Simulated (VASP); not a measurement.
# Ga15GeN16 (a cell with a defect) in VASP: a series of runs

The runs below take Ga15GeN16 (a cell with a defect) through single point, with PBE.

All numbers are computed with VASP 6.6.1; they aren't measurements. Logs are shortened: lines on timing, memory, paths and dates and some standing lists are left out, and cuts for length are marked.

### Step 1. The crystal as given

The cell holds a defect, 32 atoms: a = 6.360 Å, b = 6.360 Å, c = 10.332 Å, α = 90.00°, β = 90.00°, γ = 120.00°.

### Step 2. Single point, PBE

File INCAR:

```
SYSTEM = Ga15GeN16
PREC = Accurate
ENCUT = 520
EDIFF = 1E-7
ISMEAR = -1
SIGMA = 0.01
LREAL = Auto
LASPH = .True.
NELM = 100
ALGO = Fast
ISIF = 2
LWAVE = .False.
LCHARG = .False.
GGA = PE
NELECT = 288.0
NBANDS = 166
```

File KPOINTS:

```
Automatic mesh
0
Gamma
  4 4 2
  0 0 0
```

File POSCAR:

```
Ga15GeN16
1.0
    6.3600000000      0.0000000000      0.0000000000
   -3.1800000000      5.5079215680      0.0000000000
    0.0000000000      0.0000000000     10.3320000000
Ge Ga N
1 15 16
Direct
    0.1666666667      0.3333333333     -0.0004356305
    0.1666666667      0.3333333333      0.4990734539
    0.1621132413      0.8310566207      0.0014825412
    0.1667625141      0.8333812570      0.4993995530
    0.6689433793      0.3378867587      0.0014825412
    0.6666187430      0.3332374859      0.4993995530
    0.6689433793      0.8310566207      0.0014825412
    0.6666187430      0.8333812570      0.4993995530
    0.3347463959      0.1652536041      0.2503747106
    0.3329631510      0.1670368490      0.7466692683
    0.3347463959      0.6694927917      0.2503747106
    0.3329631510      0.6659263019      0.7466692683
    0.8305072083      0.1652536041      0.2503747106
    0.8340736981      0.1670368490      0.7466692683
    0.8333333333      0.6666666667      0.2519305311
    0.8333333333      0.6666666667      0.7479704216
    0.1666666667      0.3333333333      0.1817618624
    0.1666666667      0.3333333333      0.6879480866
    0.1660875963      0.8330437981      0.1879998574
    0.1674105521      0.8337052761      0.6889984699
    0.6669562019      0.3339124037      0.1879998574
    0.6662947239      0.3325894479      0.6889984699
    0.6669562019      0.8330437981      0.1879998574
    0.6662947239      0.8337052761      0.6889984699
    0.3329696813      0.1670303187      0.4374373036
    0.3292524110      0.1707475890      0.9394588215
    0.3329696813      0.6659393627      0.4374373036
    0.3292524110      0.6585048220      0.9394588215
    0.8340606373      0.1670303187      0.4374373036
    0.8414951780      0.1707475890      0.9394588215
    0.8333333333      0.6666666667      0.4392903453
    0.8333333333      0.6666666667      0.9369993533
```

Potentials or basis: VASP PAW PBE potentials, release 64 (Ge_d, Ga_d, N).

Started as:

```bash
$ cat potpaw_PBE.64/Ge_d/POTCAR potpaw_PBE.64/Ga_d/POTCAR potpaw_PBE.64/N/POTCAR > POTCAR
$ mpirun -np 1 vasp_std > vasp.out
```

OUTCAR:

```text
SYSTEM = Ga15GeN16
   PREC = Accurate
   ENCUT = 520
   EDIFF = 1E-7
   ISMEAR = -1
   LREAL = Auto
   LASPH = .True.
   NELM = 100
   ISIF = 2
   GGA = PE
   NELECT = 288.0

 ion  position               nearest neighbor table
   1  0.167  0.333  1.000-  17 1.88  26 1.90  28 1.90  30 1.90
   2  0.167  0.333  0.499-  25 1.94  27 1.94  29 1.94  18 1.95
   3  0.162  0.831  0.001-  19 1.93  32 1.93  26 1.98  28 1.98
   4  0.167  0.833  0.499-  31 1.94  27 1.95  25 1.95  20 1.96
   5  0.669  0.338  0.001-  21 1.93  32 1.93  26 1.98  30 1.98
   6  0.667  0.333  0.499-  31 1.94  29 1.95  25 1.95  22 1.96
[... 24 lines left out ...]
  31  0.833  0.667  0.439-  15 1.94   8 1.94   6 1.94   4 1.94
  32  0.833  0.667  0.937-   5 1.93   7 1.93   3 1.93  16 1.95

  LATTYP: Found a hexagonal cell.
 ALAT       =     6.3600000000
 C/A-ratio  =     1.6245283019

  Lattice vectors:

 A1 = (   6.3600000000,   0.0000000000,   0.0000000000)
 A2 = (  -3.1800000000,   5.5079215680,   0.0000000000)
 A3 = (   0.0000000000,   0.0000000000,  10.3320000000)

Analysis of symmetry for initial positions (statically):
=====================================================================
 Subroutine PRICEL returns:
 Original cell was already a primitive cell.

 Routine SETGRP: Setting up the symmetry group for a
 hexagonal supercell.

 Subroutine GETGRP returns: Found  6 space group operations
 (whereof  2 operations were pure point group operations)
 out of a pool of 24 trial point group operations.

The static configuration has the point symmetry C_1h.
 The point group associated with its full space group is C_3v.

Analysis of symmetry for dynamics (positions and initial velocities):
=====================================================================
 Subroutine PRICEL returns:
 Original cell was already a primitive cell.

 Routine SETGRP: Setting up the symmetry group for a
 hexagonal supercell.

 Subroutine GETGRP returns: Found  6 space group operations
 (whereof  2 operations were pure point group operations)
 out of a pool of 24 trial point group operations.

The dynamic configuration has the point symmetry C_1h.
 The point group associated with its full space group is C_3v.

 Subroutine INISYM returns: Found  6 space group operations
 (whereof  2 operations are pure point group operations),
[... 142 lines left out ...]
   NSW    =      0    number of steps for IOM
   IBRION =     -1    ionic relax: 0-MD 1-quasi-New 2-CG
   NFREE  =      0    steps in history (QN), initial steepest desc. (CG)
   ISIF   =      2    stress and relaxation
   ISYM   =      2    0-nonsym 1-usesym 2-fastsym
   POTIM  = 0.5000    time-step for ionic-motion
   TEBEG  =    0.0;   TEEND  =   0.0 temperature during run
   PSTRESS=    0.0 pullay stress
   NELECT =     288.0000    total number of electrons
   NUPDOWN=      -1.0000    fix difference up-down
   EMIN   =  10.00;   EMAX   =-10.00  energy-range for DOS
   EFERMI =   0.00;   METHOD = LEGACY
   ISMEAR =    -1;   SIGMA  =   0.01  broadening in eV -4-tet -1-fermi 0-gaus
   EFERMI_NEDOS =   21; number of points for ismear=-14 and -15
   IALGO  =     68    algorithm
   IMIX   =      4    mixing-type and parameters
     AMIX     =   0.40;   BMIX     =  1.00
     AMIX_MAG =   1.60;   BMIX_MAG =  1.00
  volume/ion in A,a.u.               =      11.31        76.33
  Fermi-wavevector in a.u.,A,eV,Ry     =   1.517036  2.866782 31.312427  2.301398
  Thomas-Fermi vector in A             =   2.626345
   LORBIT       =      0    0 simple, 1 ext, 2 COOP (PROOUT), +10 PAW based schemes
   GGA     = PE    functional components
   LHFCALC =     F    Hartree Fock is set to
   AEXX    =    0.0000 exact exchange contribution
   IVDW    =     0    specifies the selected vdW correction
   LEPSILON=     F    determine dielectric tensor
   LRPA    =     F    only Hartree local field effects (RPA)
 non-spin polarized calculation
 RMM-DIIS sequential band-by-band and
  energy-cutoff  :      520.00
  volume of cell :      361.93
 maximum number of plane-waves:      9768
 NGX is ok and might be reduce to    48
   NGX = 23   NGY = 23   NGZ = 39

 number of electron     288.0000026 magnetization

 Free energy of the ion-electron system (eV)
  ---------------------------------------------------
  ext. energy  EPLUGINS =         0.00000000
  ---------------------------------------------------
  free energy    TOTEN  =      -202.14202164 eV

  energy without entropy =     -202.14202164  energy(sigma->0) =     -202.14202164

 E-fermi :   5.7202     XC(G=0): -11.6965

 val. band max:        5.4996178581   @ k =   0.0000   0.0000   0.0000
 cond. band min:       7.3198099759   @ k =   0.0000   0.0000   0.0000
 fundamental gap:      1.8201921178
 Fermi energy:         5.7201981497

 k-point     1 :       0.0000    0.0000    0.0000
  band No.  band energies     occupation
      1     -18.8447      2.00000
      2     -18.8431      2.00000
      3     -18.8431      2.00000
      4     -18.7457      2.00000
      5     -18.7457      2.00000
      6     -10.9248      2.00000
[... 1261 lines left out ...]
    155      11.8976      0.00000
    156      11.9999      0.00000
 [bands above 156 left out]

------------------------ aborting loop because EDIFF is reached ----------------------------------------

  FORCE on cell =-STRESS in cart. coord.  units (eV):
  Direction    XX          YY          ZZ          XY          YZ          ZX
  --------------------------------------------------------------------------------------
  -------------------------------------------------------------------------------------
  Total        3.8570316      3.8570316      6.0260143      0.0000000      0.0000000      0.0000000
  in kB       17.0739700     17.0739700     26.6754333      0.0000000      0.0000000      0.0000000
  external PRESSURE =      20.2744578 kB  Pullay stress =       0.0000000 kB

 VOLUME and BASIS-vectors are now :
 -----------------------------------------------------------------------------
  energy-cutoff  :      520.00
  volume of cell :      361.93
      direct lattice vectors                 reciprocal lattice vectors
     6.360000000  0.000000000  0.000000000     0.157232704  0.090778344  0.000000000
    -3.180000000  5.507921568  0.000000000     0.000000000  0.181556688  0.000000000
     0.000000000  0.000000000 10.332000000     0.000000000  0.000000000  0.096786682

 POSITION                                       TOTAL-FORCE (eV/Angst)
 -----------------------------------------------------------------------------------
      0.00000      1.83597     10.32750        -0.000000     -0.000000     -0.004084
      0.00000      1.83597      5.15643        -0.000000     -0.000000     -0.016895
     -1.61172      4.57739      0.01532         0.000968      0.000559     -0.012705
     -1.58954      4.59020      5.15980        -0.000793     -0.000458     -0.018923
      3.18000      1.86105      0.01532        -0.000000     -0.001118     -0.012705
      3.18000      1.83545      5.15980         0.000000      0.000916     -0.018923
[... 24 lines left out ...]
      3.18000      3.67195      4.53875        -0.000000     -0.000000      0.013054
      3.18000      3.67195      9.68108        -0.000000     -0.000000      0.012882
 -----------------------------------------------------------------------------------
    total drift:                                0.000016     -0.000009      0.033099

  FREE ENERGIE OF THE ION-ELECTRON SYSTEM (eV)
  ---------------------------------------------------
  free  energy   TOTEN  =      -202.1420216370 eV

  energy  without entropy=     -202.1420216370  energy(sigma->0) =     -202.14202164
```

Wall time 21 min (1 thread of Intel Xeon 6975P-C (Granite Rapids), shared host); peak memory 0.64 GiB.

Results:

| Quantity | Value |
| --- | --- |
| Free energy | -202.1420 eV |
| Largest force | 0.030 eV/Å |
| Band gap on the k mesh | 1.82 eV, direct |

Forces in eV/Å, atoms in the order of the input:
```
Ge   0.000  0.000 -0.004
Ga   0.000  0.000 -0.017
Ga   0.001  0.001 -0.013
Ga  -0.001  0.000 -0.019
Ga   0.000 -0.001 -0.013
Ga   0.000  0.001 -0.019
Ga  -0.001  0.001 -0.013
Ga   0.001  0.000 -0.019
Ga   0.002 -0.001 -0.019
Ga  -0.002  0.001 -0.019
Ga   0.000  0.002 -0.019
Ga   0.000 -0.002 -0.019
Ga  -0.002 -0.001 -0.019
Ga   0.002  0.001 -0.019
Ga   0.000  0.000 -0.026
Ga   0.000  0.000 -0.005
N    0.000  0.000 -0.013
N    0.000  0.000  0.021
N    0.000  0.000  0.011
N    0.001  0.001  0.023
N    0.000  0.000  0.011
N    0.000 -0.001  0.023
N    0.000  0.000  0.011
N   -0.001  0.001  0.023
N    0.001  0.000  0.016
N   -0.015  0.008  0.025
N    0.000  0.001  0.016
N    0.000 -0.017  0.025
N   -0.001  0.000  0.016
N    0.015  0.008  0.025
N    0.000  0.000  0.013
N    0.000  0.000  0.013
```

Caveat: the cell carries a net charge on a neutralising background, which shifts energy and pressure; the cell is charged against a uniform background, so pressure and absolute levels hang on convention.

(Continued in part 2 of 2.)
